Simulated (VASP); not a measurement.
Input:

```xyz
2
Lattice="0.0000 2.7846 2.7846 2.7846 0.0000 2.7846 2.7846 2.7846 0.0000" Properties=species:S:1:pos:R:3 pbc="T T T"
Mg     0.0000     0.0000     0.0000
Se     2.7846     2.7846     2.7846
```

Level of theory: PBE GGA, VASP's PBE PAW potentials (set 64) (plane waves; VASP). Run with 400 eV cut-off, 7×7×7 Γ-centred mesh, Gaussian smearing of 0.050 eV, potentials Mg Se.

**Question.** Predict the energy per atom (σ→0), pressure.

**Answer.** 
| Item | Result |
|---|---|
| energy per atom (σ→0) | -3.740 eV/atom |
| pressure | -2.00 GPa |

The compound is MgSe in the rock salt structure. The cell was not relaxed at this level.
